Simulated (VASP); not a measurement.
# A VASP study of CO2 (PBEsol): structure first, properties next, part 3 of 7

Aim: relax CO2, then compute properties on the relaxed cell. The start is a computed cell from the Materials Project.

VASP 6.6.1; PBEsol; plane waves and PAW (C, O).

So far, gap on the k-mesh (eV): step 3 (full relaxation (PBEsol)) 7.54; step 4 (second relaxation) 7.54.

### 6. Bands along the symmetry lines (PBEsol)

Levels along the symmetry lines show where the bands peak and cross; KPOINTS_OPT computes them in the converged potential.

INCAR reads:

```
SYSTEM = CO2
PREC = Accurate
ENCUT = 520
EDIFF = 1E-06
NELM = 100
ISMEAR = 0
SIGMA = 0.05
LREAL = .FALSE.
ALGO = Normal
GGA = PS
NBANDS = 32
LORBIT = 11
LWAVE = .FALSE.
LCHARG = .FALSE.
KPAR = 4
```

POSCAR reads:

```
CO2
1.0
   -1.9648110210      1.9648110210      2.9708075794
    1.9648110210     -1.9648110210      2.9708075794
    1.9648110210      1.9648110210     -2.9708075794
C O
2 4
Direct
    0.7500000000      0.2500000000      0.5000000000
    0.0000000000      0.0000000000      0.0000000000
    0.7080362586      0.1250000000      0.0830362586
    0.0419637414      0.6250000000      0.9169637414
    0.3750000000      0.2919637414      0.4169637414
    0.8750000000      0.9580362586      0.5830362586
```

KPOINTS reads:

```
Automatic mesh
0
Gamma
8 8 8
0 0 0
```

KPOINTS_OPT reads:

```
Line mode
16
Line-mode
Reciprocal
  0.00000000   0.00000000   0.00000000 GAMMA
  0.50000000  -0.50000000   0.00000000 X

  0.50000000  -0.50000000   0.00000000 X
  0.50000000  -0.50000000   0.21870692 Y

  0.50000000  -0.50000000   0.21870692 Y
  0.35935346  -0.35935346   0.35935346 S

  0.35935346  -0.35935346   0.35935346 S
  0.00000000   0.00000000   0.00000000 GAMMA

  0.00000000   0.00000000   0.00000000 GAMMA
  0.50000000   0.50000000  -0.50000000 Z

  0.50000000   0.50000000  -0.50000000 Z
  0.64064654   0.35935346  -0.35935346 S1

  0.64064654   0.35935346  -0.35935346 S1
  0.50000000   0.00000000   0.00000000 N

  0.50000000   0.00000000   0.00000000 N
  0.75000000  -0.25000000  -0.25000000 P

  0.75000000  -0.25000000  -0.25000000 P
  0.78129308   0.21870692  -0.50000000 Y1

  0.78129308   0.21870692  -0.50000000 Y1
  0.50000000   0.50000000  -0.50000000 Z

  0.50000000  -0.50000000   0.00000000 X
  0.75000000  -0.25000000  -0.25000000 P
```

Potentials, in the order of the species: C and O (PBE family, release 64).

On the command line:

```bash
> mpirun -np 4 vasp_std
```

The program printed:

```text
[... set-up lines as in an earlier step ...]
 entering main loop
       N       E                     dE             d eps       ncg     rms          rms(c)
DAV:   1     0.135924019790E+03    0.13592E+03   -0.17782E+04  3776   0.998E+02
DAV:   2    -0.425727455435E+02   -0.17850E+03   -0.17077E+03  4624   0.257E+02
DAV:   3    -0.489000213575E+02   -0.63273E+01   -0.62878E+01  4584   0.439E+01
DAV:   4    -0.489314005342E+02   -0.31379E-01   -0.31377E-01  4088   0.350E+00
DAV:   5    -0.489315855444E+02   -0.18501E-03   -0.18501E-03  4632   0.240E-01    0.125E+01
DAV:   6    -0.461698420461E+02    0.27617E+01   -0.32947E+00  4024   0.149E+01    0.510E+00
DAV:   7    -0.461124426900E+02    0.57399E-01   -0.61312E-01  4360   0.445E+00    0.286E+00
DAV:   8    -0.460850333620E+02    0.27409E-01   -0.53376E-02  4096   0.188E+00    0.504E-01
DAV:   9    -0.460814775622E+02    0.35558E-02   -0.10245E-02  4368   0.803E-01    0.197E-01
DAV:  10    -0.460814785624E+02   -0.10001E-05   -0.15550E-03  4080   0.238E-01    0.631E-02
DAV:  11    -0.460814521430E+02    0.26419E-04   -0.12178E-04  4560   0.763E-02    0.197E-02
DAV:  12    -0.460814579979E+02   -0.58549E-05   -0.15857E-05  4232   0.238E-02    0.516E-03
DAV:  13    -0.460814578182E+02    0.17967E-06   -0.89178E-07  2880   0.656E-03
   1 F= -.46081458E+02 E0= -.46081458E+02  d E =-.176596E-11
 Start KPOINTS_OPT (optional k-point list driver)
k-point batch [1-59\176]
       N       E                     dE             ncg
DAV:   1    -0.122676783108E+04   -0.57974E+05     3776
DAV:   2    -0.116066994502E+05   -0.10380E+05     4664
DAV:   3    -0.119859821665E+05   -0.37928E+03     4640
DAV:   4    -0.119878773957E+05   -0.18952E+01     4048
DAV:   5    -0.119878887565E+05   -0.11361E-01     4672
DAV:   6    -0.119878888620E+05   -0.10549E-03     4168
DAV:   7    -0.119878888631E+05   -0.11487E-05     3832
DAV:   8    -0.119878888632E+05   -0.10864E-06     2856
[...]
k-point batch [119-176\176]
       N       E                     dE             ncg
DAV:   1    -0.175068679904E+03   -0.68628E+05     3712
DAV:   2    -0.104341774822E+05   -0.10259E+05     4552
DAV:   3    -0.108092097457E+05   -0.37503E+03     4568
DAV:   4    -0.108111270450E+05   -0.19173E+01     3928
DAV:   5    -0.108111381647E+05   -0.11120E-01     4536
DAV:   6    -0.108111382659E+05   -0.10114E-03     4144
DAV:   7    -0.108111382669E+05   -0.10628E-05     3632
DAV:   8    -0.108111382671E+05   -0.11511E-06     2768
```

The job ended after 48 s (4 MPI ranks of AMD EPYC 9R14 (Zen 4), shared host; peak memory 0.87 GiB).

Parts of OUTCAR (step 6):

```text
   k-points           NKPTS =     59   k-points in BZ     NKDIM =     59   number of bands    NBANDS=     32

   NELECT =      32.0000    total number of electrons

 E-fermi :   2.5630

 k-point     1 :       0.0000    0.0000    0.0000
  band No.  band energies     occupation
    ...
     12       1.0764      2.00000
     13       1.0764      2.00000
     14       1.4378      2.00000
     15       1.4378      2.00000
     16       1.8963      2.00000
     17       9.8870      0.00000
     18      11.6635      0.00000
     19      11.6940      0.00000
     20      11.6940      0.00000
     21      14.6074      0.00000
    ...

  Total       -0.0172944     -0.0172944     -0.0080414      0.0000000      0.0000000      0.0000000
  in kB       -0.6040055     -0.6040055     -0.2808445      0.0000000      0.0000000      0.0000000
  external PRESSURE =      -0.4962852 kB  Pullay stress =       0.0000000 kB

 POSITION                                       TOTAL-FORCE (eV/Angst)
 -----------------------------------------------------------------------------------
      0.00000      1.96481      1.48540         0.000000     -0.000000      0.000000
      0.00000      0.00000      0.00000         0.000000      0.000000      0.000000
     -0.98241      1.30871      2.22811         0.000000     -0.007041     -0.000000
      2.94722      0.65610     -0.74270         0.000000      0.007041      0.000000
      0.65610      0.98241      0.74270         0.007041     -0.000000      0.000000
      1.30871      0.98241      3.71351        -0.007041      0.000000     -0.000000
 -----------------------------------------------------------------------------------
    total drift:                                0.000003      0.000003      0.000004

  FREE ENERGIE OF THE ION-ELECTRON SYSTEM (eV)
  ---------------------------------------------------
  free  energy   TOTEN  =       -46.0814578182 eV

  energy  without entropy=      -46.0814578182  energy(sigma->0) =      -46.08145782

[... 9 parts as in an earlier step ...]

[... 7 further parts left out ...]
```

This step gave:

```yaml
bands: 32
fermi_energy: 2.563 eV
pressure: -0.04963 GPa
least_gap_on_mesh_and_path: 7.540 eV
least_direct_gap_on_mesh_and_path: 7.991 eV
```

Electronic bands along the path, in eV, zero at the valence-band top; v1 is the highest filled band, c1 the lowest empty one:

| point | v4 | v3 | v2 | v1 | c1 | c2 | c3 | c4 |
| --- | --- | --- | --- | --- | --- | --- | --- | --- |
| Γ | -1.27 | -0.91 | -0.91 | -0.45 | 7.54 | 9.32 | 9.35 | 9.35 |
| 0.47 of the way | -1.22 | -1.20 | -0.85 | -0.67 | 7.98 | 9.27 | 9.96 | 10.04 |
| X | -0.67 | -0.67 | -0.54 | -0.54 | 8.97 | 8.97 | 9.93 | 9.93 |
| 0.47 of the way | -0.70 | -0.70 | -0.52 | -0.52 | 8.92 | 8.92 | 9.95 | 9.95 |
| Y | -1.08 | -1.08 | -0.33 | -0.33 | 8.75 | 8.75 | 10.18 | 10.18 |
| 0.53 of the way | -1.79 | -1.17 | -0.33 | -0.17 | 8.29 | 9.00 | 10.28 | 10.67 |
| S | -2.21 | -1.21 | -0.35 | -0.12 | 8.13 | 9.10 | 10.32 | 10.89 |
| 0.53 of the way | -1.65 | -0.98 | -0.80 | -0.58 | 7.82 | 9.49 | 9.79 | 10.19 |
| Γ | -1.27 | -0.91 | -0.91 | -0.45 | 7.54 | 9.32 | 9.35 | 9.35 |
| 0.53 of the way | -2.08 | -1.87 | -0.50 | -0.50 | 9.06 | 9.16 | 9.16 | 10.42 |
| Z | -2.90 | -2.90 | -0.03 | -0.03 | 8.85 | 8.85 | 10.76 | 10.76 |
| 0.53 of the way | -2.49 | -2.03 | -0.13 | -0.04 | 8.55 | 8.92 | 10.60 | 10.82 |
| S1 | -2.21 | -1.21 | -0.35 | -0.12 | 8.13 | 9.10 | 10.32 | 10.89 |
| 0.47 of the way | -2.14 | -0.88 | -0.41 | -0.27 | 8.08 | 9.35 | 9.86 | 10.71 |
| N | -1.75 | -1.44 | -0.45 | 0.00 | 8.26 | 9.52 | 9.72 | 10.32 |
| 0.47 of the way | -1.33 | -1.26 | -0.57 | -0.20 | 8.50 | 9.20 | 9.54 | 10.14 |
| P | -0.85 | -0.85 | -0.61 | -0.61 | 9.01 | 9.01 | 9.39 | 9.39 |
| 0.47 of the way | -0.92 | -0.71 | -0.57 | -0.50 | 8.83 | 9.08 | 9.45 | 9.93 |
| Y1 | -1.08 | -1.08 | -0.33 | -0.33 | 8.75 | 8.75 | 10.18 | 10.18 |
| 0.47 of the way | -1.88 | -1.88 | -0.12 | -0.12 | 8.69 | 8.69 | 10.60 | 10.60 |
| Z | -2.90 | -2.90 | -0.03 | -0.03 | 8.85 | 8.85 | 10.76 | 10.76 |
| jump to X | -0.67 | -0.67 | -0.54 | -0.54 | 8.97 | 8.97 | 9.93 | 9.93 |
| 0.53 of the way | -0.75 | -0.75 | -0.58 | -0.58 | 8.97 | 8.97 | 9.62 | 9.62 |
| P | -0.85 | -0.85 | -0.61 | -0.61 | 9.01 | 9.01 | 9.39 | 9.39 |

Of the projections kept (C, O), the largest for each band there, as a share of the weight inside these atoms' spheres; weight between the spheres isn't counted:

| point | v4 | v3 | v2 | v1 | c1 | c2 | c3 | c4 |
| --- | --- | --- | --- | --- | --- | --- | --- | --- |
| Γ | O 0.91 | O 0.97 | O 0.97 | O 0.99 | C 0.64 | O 0.65 | C 0.69 | C 0.69 |
| X | O 0.98 | O 0.98 | O 0.95 | O 0.95 | C 0.58 | C 0.58 | C 0.60 | C 0.60 |
| Y | O 0.94 | O 0.94 | O 0.99 | O 0.99 | C 0.61 | C 0.61 | C 0.57 | C 0.57 |
| S | O 0.86 | O 0.95 | O 1.00 | O 1.00 | C 0.65 | C 0.55 | C 0.54 | C 0.55 |
| Γ | O 0.91 | O 0.97 | O 0.97 | O 0.99 | C 0.64 | O 0.65 | C 0.69 | C 0.69 |
| Z | O 0.89 | O 0.89 | O 1.00 | O 1.00 | C 0.59 | C 0.59 | O 0.53 | O 0.53 |

The path finds the gap of the mesh within 0.02 eV, so the mesh comes close to both band edges.

### 7. Total and projected DOS (PBEsol)

A density of states needs more k-points than a total energy, and tetrahedra (ISMEAR = -5) or a smearing that fits the mesh; LORBIT projects the states on the PAW spheres. The mesh is finer than in the run before.

Changes to INCAR since step 6:

```diff
@@ -5,3 +5,3 @@
 NELM = 100
-ISMEAR = 0
+ISMEAR = -5
 SIGMA = 0.05
@@ -15 +15,2 @@
 KPAR = 4
+NEDOS = 2001
```

POSCAR is that of step 6.

KPOINTS reads:

```
Automatic mesh
0
Gamma
12 12 12
0 0 0
```

On the command line:

```bash
> mpirun -np 4 vasp_std
```

The program printed:

```text
[... set-up lines as in an earlier step ...]
 entering main loop
       N       E                     dE             d eps       ncg     rms          rms(c)
DAV:   1     0.133840849312E+03    0.13384E+03   -0.17689E+04 10432   0.996E+02
DAV:   2    -0.427341444075E+02   -0.17657E+03   -0.16910E+03 12800   0.256E+02
DAV:   3    -0.489012170814E+02   -0.61671E+01   -0.61295E+01 12624   0.435E+01
DAV:   4    -0.489313545886E+02   -0.30138E-01   -0.30136E-01 11368   0.344E+00
DAV:   5    -0.489315345685E+02   -0.17998E-03   -0.17998E-03 12872   0.236E-01    0.125E+01
DAV:   6    -0.461697545126E+02    0.27618E+01   -0.32961E+00 11040   0.149E+01    0.510E+00
DAV:   7    -0.461123875152E+02    0.57367E-01   -0.61358E-01 12112   0.445E+00    0.286E+00
DAV:   8    -0.460849876747E+02    0.27400E-01   -0.53402E-02 11184   0.188E+00    0.505E-01
DAV:   9    -0.460814229047E+02    0.35648E-02   -0.10262E-02 12208   0.803E-01    0.197E-01
DAV:  10    -0.460814236000E+02   -0.69536E-06   -0.15572E-03 11256   0.238E-01    0.632E-02
DAV:  11    -0.460813971366E+02    0.26463E-04   -0.12188E-04 12672   0.764E-02    0.197E-02
DAV:  12    -0.460814029876E+02   -0.58510E-05   -0.15875E-05 11648   0.238E-02    0.517E-03
DAV:  13    -0.460814028073E+02    0.18029E-06   -0.89317E-07  8088   0.656E-03
   1 F= -.46081403E+02 E0= -.46081403E+02  d E =0.000000E+00
```

Wall time 50 s (4 MPI ranks); peak memory 1.1 GiB.

From OUTCAR (step 7):

```text
   k-points           NKPTS =    163   k-points in BZ     NKDIM =    163   number of bands    NBANDS=     32

   NELECT =      32.0000    total number of electrons

 E-fermi :   2.3512

 k-point     2 :       0.0833    0.0000   -0.0000
  band No.  band energies     occupation
    ...
     12       1.0158      2.00000
     13       1.1181      2.00000
     14       1.3251      2.00000
     15       1.4380      2.00000
     16       1.8284      2.00000
     17       9.9740      0.00000
     18      11.6757      0.00000
     19      11.6914      0.00000
     20      11.8341      0.00000
     21      14.4990      0.00000
    ...

  Total       -0.0173233     -0.0173233     -0.0081418      0.0000000      0.0000000      0.0000000
  in kB       -0.6050149     -0.6050149     -0.2843495      0.0000000      0.0000000      0.0000000
  external PRESSURE =      -0.4981265 kB  Pullay stress =       0.0000000 kB

 POSITION                                       TOTAL-FORCE (eV/Angst)
 -----------------------------------------------------------------------------------
      0.00000      1.96481      1.48540         0.000000     -0.000000      0.000000
      0.00000      0.00000      0.00000         0.000000     -0.000000     -0.000000
     -0.98241      1.30871      2.22811         0.000000     -0.007052      0.000000
      2.94722      0.65610     -0.74270         0.000000      0.007052     -0.000000
      0.65610      0.98241      0.74270         0.007052     -0.000000     -0.000000
      1.30871      0.98241      3.71351        -0.007052     -0.000000      0.000000
 -----------------------------------------------------------------------------------
    total drift:                                0.000003      0.000003      0.000004

  FREE ENERGIE OF THE ION-ELECTRON SYSTEM (eV)
  ---------------------------------------------------
  free  energy   TOTEN  =       -46.0814028073 eV

  energy  without entropy=      -46.0814028073  energy(sigma->0) =      -46.08140281

[... 10 parts as in an earlier step ...]

[... 6 further parts left out ...]
```

This step gave:

- irreducible k-points: 163
- Fermi energy: 2.351 eV
- pressure: -0.04981 GPa

The density of states has structure finer than the step of the table below, so its rows give means over 1 eV, whole bins alone (the curve runs from -12.0 to 14.0 eV). Peaks (eV: height): total -2.3: 4.70, -0.9: 6.44, -0.6: 8.36, 9.1: 5.51; O p -8.1: 2.20, -2.3: 2.92, -0.9: 4.79, -0.6: 6.35; C p -8.1: 1.24, 9.1: 1.55, 11.9: 1.40, 12.7: 1.12; O s -4.8: 0.275, -2.3: 0.282, 9.1: 0.582, 12.0: 0.134; C s 9.1: 0.655, 10.4: 0.516, 12.7: 0.385, 13.2: 0.169.

States under -12.0 eV and over 14.0 eV are left out. The density of states by energy, zero at the valence-band top; means over each step; values in states/eV/cell:

| energy (eV) | total | O p | C p | O s | C s |
| --- | --- | --- | --- | --- | --- |
| -11 | 0.650 | 0.277 | 0.122 | 0.0564 | 0.0830 |
| -10 | 1.56 | 0.707 | 0.369 | 0.0906 | 0.101 |
| -9 | 1.75 | 0.867 | 0.499 | 0.0427 | 0.0231 |
| -8 | 2.14 | 1.08 | 0.612 | 0.0356 | 0.0118 |
| -7 | 0 | 0 | 0 | 0 | 0 |
| -6 | 0 | 0 | 0 | 0 | 0 |
| -5 | 1.43 | 0.725 | 0.120 | 0.124 | 0.00603 |
| -4 | 2.08 | 1.13 | 0.160 | 0.157 | 0.0186 |
| -3 | 3.00 | 1.78 | 0.171 | 0.182 | 0.0586 |
| -2 | 2.69 | 1.73 | 0.140 | 0.143 | 0.0505 |
| -1 | 4.55 | 3.37 | 0.0860 | 0.0605 | 0.0173 |
| 0 | 2.21 | 1.70 | 0.0362 | 0.0259 | 0.00328 |
| 1 | 0 | 0 | 0 | 0 | 0 |
| 2 | 0 | 0 | 0 | 0 | 0 |
| 3 | 0 | 0 | 0 | 0 | 0 |
| 4 | 0 | 0 | 0 | 0 | 0 |
| 5 | 0 | 0 | 0 | 0 | 0 |
| 6 | 0 | 0 | 0 | 0 | 0 |
| 7 | 3.2e-4 | 4.4e-5 | 1.1e-4 | 1.4e-5 | 0 |
| 8 | 1.30 | 0.172 | 0.487 | 0.104 | 0.0437 |
| 9 | 2.95 | 0.526 | 0.910 | 0.288 | 0.258 |
| 10 | 3.25 | 0.698 | 0.916 | 0.327 | 0.322 |
| 11 | 0.569 | 0.139 | 0.128 | 0.0486 | 0.0843 |
| 12 | 2.49 | 0.667 | 0.695 | 0.0699 | 0.129 |
| 13 | 1.89 | 0.519 | 0.354 | 0.0458 | 0.169 |

The gap on this mesh is 7.54 eV. In the top eV of the valence band the largest shares in the PAW spheres are O p 76 %; in the lowest eV of the conduction band, C p 37 %, O p 13 % and O s 8 %. The rest lies in smaller channels or between the spheres.

(Continued in part 4 of 7.)

[Lines on the potential files, build, host, timing and source positions are cut from VASP's logs without a mark.]

[Logs are printed without paths, hosts, clocks, repeated set-up lines and the standing remarks that a program may print on its own settings, such as how far it seeks lower states.]

[Hosts, paths, dates, database ids (printed as entryN), source tags and the programs' standing remarks are cut or masked in the printed files.]

[A measured line is paired with the nearest computed mode of its activity, which favours agreement.]

[In band tables of VASP the shares of atoms and orbitals are scaled to a sum of 1 inside the atoms' spheres.]
